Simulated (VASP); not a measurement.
# SiCl2H2 in VASP: notebook

Aim: see how the results for SiCl2H2 move with the level of theory and the settings. Levels: PBE+D3, PBE+D4. Tasks: single point.

Program: VASP 6.6.1. These are calculated values, not measurements. Logs are shortened: lines on timing, memory, paths and dates and some standing lists are left out, and cuts for length are marked.

## 1. The molecule as given

The cell holds a molecule in a box, 5 atoms: a = 13.006 Å, b = 13.506 Å, c = 14.006 Å, α = 90.00°, β = 90.00°, γ = 90.00°.

## 2. Single point, PBE+D3

Contents of INCAR:

```
PREC     = Accurate       # precision mode
ENCUT    = 400            # plane-wave cutoff, eV
EDIFF    = 1E-6           # SCF threshold, eV
ISMEAR   = 0              # smearing method
SIGMA    = 0.01           # smearing width, eV
LREAL    = F              # projectors in reciprocal space
LASPH    = T              # aspherical terms in the spheres
NELM     = 100            # most SCF steps
ALGO     = Normal         # electronic algorithm
ISIF     = 2              # what is computed and relaxed
LWAVE    = F              # write WAVECAR
LCHARG   = F              # write CHGCAR
GGA      = PE             # functional
IVDW     = 11             # dispersion correction
ISYM     = 0
```

Contents of KPOINTS:

```
regular mesh
0
Gamma
  1 1 1
```

Contents of POSCAR:

```
SiH2Cl2                                 
1.0
   13.0062868778      0.0000000000      0.0000000000
    0.0000000000     13.5062868778      0.0000000000
    0.0000000000      0.0000000000     14.0062868778
  Si              Cl              H             
     1     2     2
Selective dynamics
Direct
     0.5004594151000035    0.5136331543000026    0.4971609763000018   F   F   F
     0.4103579674076030    0.4069474995286392    0.4348536694453302   T   T   T
     0.5827956027713556    0.4526015743900320    0.6074164374428490   T   T   T
     0.5734642084027681    0.5520482185668386    0.4248048764030066   T   T   T
     0.4328744853445132    0.5922876211080025    0.5360463605799926   T   T   T
```

Potentials or basis: VASP PAW PBE potentials, release 64 (Si, Cl, H).

Launch:

```sh
cat potpaw_PBE.64/Si/POTCAR potpaw_PBE.64/Cl/POTCAR potpaw_PBE.64/H/POTCAR > POTCAR
mpirun -np 4 vasp_gam > vasp.out
```

OUTCAR:

```text
PREC = Accurate
   ENCUT = 400
   EDIFF = 1E-6
   ISMEAR = 0
   LREAL = F
   LASPH = T
   NELM = 100
   ISIF = 2
   GGA = PE
   IVDW = 11
   ISYM = 0
 IVDW          = 11

 ion  position               nearest neighbor table
   1  0.500  0.514  0.497-   4 1.48   5 1.48   3 2.05   2 2.05
   2  0.410  0.407  0.435-   1 2.05
   3  0.583  0.453  0.607-   1 2.05
   4  0.573  0.552  0.425-   1 1.48
   5  0.433  0.592  0.536-   1 1.48

IMPORTANT INFORMATION: All symmetrisations will be switched off!
NOSYMM: (Re-)initialisation of all symmetry stuff for point group C_1.

----------------------------------------------------------------------------------------

                                     Primitive cell

  volume of cell :    2460.4374

  direct lattice vectors                    reciprocal lattice vectors
    13.006286878  0.000000000  0.000000000     0.076885894  0.000000000  0.000000000
     0.000000000 13.506286878  0.000000000     0.000000000  0.074039594  0.000000000
     0.000000000  0.000000000 14.006286878     0.000000000  0.000000000  0.071396510

  length of vectors
    13.006286878 13.506286878 14.006286878     0.076885894  0.074039594  0.071396510

  position of ions in fractional coordinates (direct lattice)
     0.500459415  0.513633154  0.497160976
     0.410357967  0.406947500  0.434853669
     0.582795603  0.452601574  0.607416437
     0.573464208  0.552048219  0.424804876
     0.432874485  0.592287621  0.536046361

  ion indices of the primitive-cell ions
   primitive index   ion index
                 1           1
                 2           2
                 3           3
                 4           4
                 5           5

----------------------------------------------------------------------------------------

 KPOINTS: regular mesh

Automatic generation of k-mesh.
 Grid dimensions read from file:
 generate k-points for:    1    1    1

 Generating k-lattice:

  Cartesian coordinates                     Fractional coordinates (reciprocal lattice)
     0.076885894  0.000000000  0.000000000     1.000000000  0.000000000  0.000000000
     0.000000000  0.074039594  0.000000000     0.000000000  1.000000000  0.000000000
     0.000000000  0.000000000  0.071396510     0.000000000  0.000000000  1.000000000

  Length of vectors
     0.076885894  0.074039594  0.071396510

  Shift w.r.t. Gamma in fractional coordinates (k-lattice)
     0.000000000  0.000000000  0.000000000

 Subroutine IBZKPT returns following result:
 ===========================================

 Found      1 irreducible k-points:

 Following reciprocal coordinates:
            Coordinates               Weight
  0.000000  0.000000  0.000000      1.000000
   k-points           NKPTS =      1   k-points in BZ     NKDIM =      1   number of bands    NBANDS=     16
   number of dos      NEDOS =    301   number of ions     NIONS =      5
   total plane-waves  NPLWV = 777600
   dimension x,y,z NGX =    90 NGY =   90 NGZ =   96
   dimension x,y,z NGXF=   180 NGYF=  180 NGZF=  192
   ions per type =               1   2   2
   NGX,Y,Z   is equivalent  to a cutoff of  11.50, 11.08, 11.39 a.u.
   NGXF,Y,Z  is equivalent  to a cutoff of  23.01, 22.16, 22.79 a.u.
 SYSTEM =  unknown system
   PREC   = accura    normal or accurate (medium, high low for compatibility)
   ISTART =      0    job   : 0-new  1-cont  2-samecut
   ICHARG =      2    charge: 1-file 2-atom 10-const
   ISPIN  =      1    spin polarized calculation?
   LNONCOLLINEAR =      F non collinear calculations
   LSORBIT =      F    spin-orbit coupling
   LASPH  =      T    aspherical Exc in radial PAW
   ENCUT  =  400.0 eV  29.40 Ry    5.42 a.u.  21.21 22.03 22.84*2*pi/ulx,y,z
   NELM   =    100;   NELMIN=  2; NELMDL= -5     # of ELM steps
   EDIFF  = 0.1E-05   stopping-criterion for ELM
   LREAL  =      F    real-space projection
   EDIFFG = 0.1E-04   stopping-criterion for IOM
   NSW    =      0    number of steps for IOM
   IBRION =     -1    ionic relax: 0-MD 1-quasi-New 2-CG
   NFREE  =      0    steps in history (QN), initial steepest desc. (CG)
   ISIF   =      2    stress and relaxation
   ISYM   =      0    0-nonsym 1-usesym 2-fastsym
   POTIM  = 0.5000    time-step for ionic-motion
   TEBEG  =    0.0;   TEEND  =   0.0 temperature during run
   PSTRESS=    0.0 pullay stress
   NELECT =      20.0000    total number of electrons
   NUPDOWN=      -1.0000    fix difference up-down
   EMIN   =  10.00;   EMAX   =-10.00  energy-range for DOS
   EFERMI =   0.00;   METHOD = LEGACY
   ISMEAR =     0;   SIGMA  =   0.01  broadening in eV -4-tet -1-fermi 0-gaus
   EFERMI_NEDOS =   21; number of points for ismear=-14 and -15
   IALGO  =     38    algorithm
   IMIX   =      4    mixing-type and parameters
     AMIX     =   0.40;   BMIX     =  1.00
     AMIX_MAG =   1.60;   BMIX_MAG =  1.00
  volume/ion in A,a.u.               =     492.09      3320.77
  Fermi-wavevector in a.u.,A,eV,Ry     =   0.329165  0.622032  1.474189  0.108350
  Thomas-Fermi vector in A             =   1.223379
   LORBIT       =      0    0 simple, 1 ext, 2 COOP (PROOUT), +10 PAW based schemes
   GGA     = PE    functional components
   LHFCALC =     F    Hartree Fock is set to
   AEXX    =    0.0000 exact exchange contribution
   IVDW    =    11    specifies the selected vdW correction
   LEPSILON=     F    determine dielectric tensor
   LRPA    =     F    only Hartree local field effects (RPA)
 non-spin polarized calculation
 Gauss-broadening in eV      SIGMA  =   0.01
  energy-cutoff  :      400.00
  volume of cell :     2460.44
 maximum number of plane-waves:     22336
 NGX is ok and might be reduce to    90
   NGX = 43   NGY = 45   NGZ = 45

 number of electron      19.9999999 magnetization

 Free energy of the ion-electron system (eV)
  ---------------------------------------------------
  ext. energy  EPLUGINS =         0.00000000
  ---------------------------------------------------
  free energy    TOTEN  =       -18.98681472 eV

  energy without entropy =      -18.98681472  energy(sigma->0) =      -18.98681472

 E-fermi :  -7.4716     XC(G=0):  -0.5998

 val. band max:       -7.5187694283   @ k =   0.0000   0.0000   0.0000
 cond. band min:      -0.9722340605   @ k =   0.0000   0.0000   0.0000
 fundamental gap:      6.5465353678
 Fermi energy:        -7.4715733904

 k-point     1 :       0.0000    0.0000    0.0000
  band No.  band energies     occupation
      1     -21.1144      2.00000
      2     -20.5321      2.00000
      3     -13.4706      2.00000
      4     -10.0822      2.00000
      5      -9.8940      2.00000
      6      -9.7690      2.00000
[... 8 lines left out ...]
     15       0.3662      0.00000
     16       0.6937      0.00000

------------------------ aborting loop because EDIFF is reached ----------------------------------------

 Edisp (eV)   -0.04556

 E8    (eV) :    -0.0375

  FORCE on cell =-STRESS in cart. coord.  units (eV):
  Direction    XX          YY          ZZ          XY          YZ          ZX
  --------------------------------------------------------------------------------------
  -------------------------------------------------------------------------------------
  Total      -0.06464    -0.20374    -0.07731    -0.00551     0.04032     0.00306
  in kB      -0.04209    -0.13267    -0.05034    -0.00359     0.02626     0.00199
  external pressure =       -0.08 kB  Pullay stress =        0.00 kB

 VOLUME and BASIS-vectors are now :
 -----------------------------------------------------------------------------
  energy-cutoff  :      400.00
  volume of cell :     2460.44
      direct lattice vectors                 reciprocal lattice vectors
    13.006286878  0.000000000  0.000000000     0.076885894  0.000000000  0.000000000
     0.000000000 13.506286878  0.000000000     0.000000000  0.074039594  0.000000000
     0.000000000  0.000000000 14.006286878     0.000000000  0.000000000  0.071396510

 POSITION                                       TOTAL-FORCE (eV/Angst)
 -----------------------------------------------------------------------------------
      6.50912      6.93728      6.96338        -0.001085     -0.026577      0.008327
      5.33723      5.49635      6.09069        -0.017192      0.016308     -0.026063
      7.58001      6.11297      8.50765         0.019177      0.026336      0.013325
      7.45864      7.45612      5.94994         0.021621     -0.014608     -0.016652
      5.63009      7.99961      7.50802        -0.022520     -0.001459      0.021063
 -----------------------------------------------------------------------------------
    total drift:                                0.000111      0.000054      0.000190

  FREE ENERGIE OF THE ION-ELECTRON SYSTEM (eV)
  ---------------------------------------------------
  free  energy   TOTEN  =       -19.0323723008 eV

  energy  without entropy=      -19.0323723008  energy(sigma->0) =      -19.03237230
```

stdout:

```text
POSCAR found type information on POSCAR SiClH
 POSCAR found :  3 types and       5 ions
 scaLAPACK will be used
 LDA part: xc-table for (Slater+PW92), standard interpolation
 POSCAR, INCAR and KPOINTS ok, starting setup
 FFT: planning ... GRIDC
 FFT: planning ... GRID_SOFT
 FFT: planning ... GRID
 WAVECAR not read
 entering main loop
```

Wall time 32 s (4 MPI ranks of Intel Xeon Platinum 8375C at 2.90GHz (Ice Lake), shared host); peak memory 0.5 GiB.

Results:

```yaml
Free_energy: -19.0324 eV
Largest_force: 0.035 eV/Å
Gap_between_the_frontier_levels: 6.55 eV
Dispersion_energy_per_atom: -0.009 eV
```

Forces in eV/Å, atoms in the order of the input:
```
Si  -0.001 -0.027  0.008
Cl  -0.017  0.016 -0.026
Cl   0.019  0.026  0.013
H    0.022 -0.015 -0.017
H   -0.023 -0.001  0.021
```

## 3. Single point, PBE+D4

INCAR: that of step 2 with these lines changed.

```diff
@@ -13,3 +13,3 @@
 GGA      = PE             # functional
-IVDW     = 11             # dispersion correction
+IVDW     = 13             # dispersion correction
 ISYM     = 0
```

KPOINTS is that of step 2.

POSCAR is that of step 2.

Potentials or basis: VASP PAW PBE potentials, release 64 (Si, Cl, H).

Launch:

```sh
cat potpaw_PBE.64/Si/POTCAR potpaw_PBE.64/Cl/POTCAR potpaw_PBE.64/H/POTCAR > POTCAR
mpirun -np 4 vasp_gam > vasp.out
```

Run time: 33 s. Hardware: 4 MPI ranks of Intel Xeon Platinum 8375C at 2.90GHz (Ice Lake), shared host; peak memory 0.5 GiB.

The run converged. Its results:

```
Free energy                     : -19.1095 eV
Largest force                   : 0.035 eV/Å
Gap between the frontier levels : 6.55 eV
Dispersion energy per atom      : -0.025 eV
```

Forces in eV/Å, atoms in the order of the input:
```
Si  -0.001 -0.034  0.010
Cl  -0.001  0.022 -0.009
Cl   0.003  0.023 -0.004
H    0.023 -0.013 -0.019
H   -0.024  0.002  0.022
```

Levels at points of the mesh, in eV from the valence-band top:
| k point | band 7 | band 8 | band 9 | band 10 | band 11 | band 12 | band 13 | band 14 |
| --- | --- | --- | --- | --- | --- | --- | --- | --- |
| (0.00, 0.00, 0.00) | -0.68 | -0.54 | -0.29 | 0.00 | 6.55 | 6.71 | 7.08 | 7.71 |
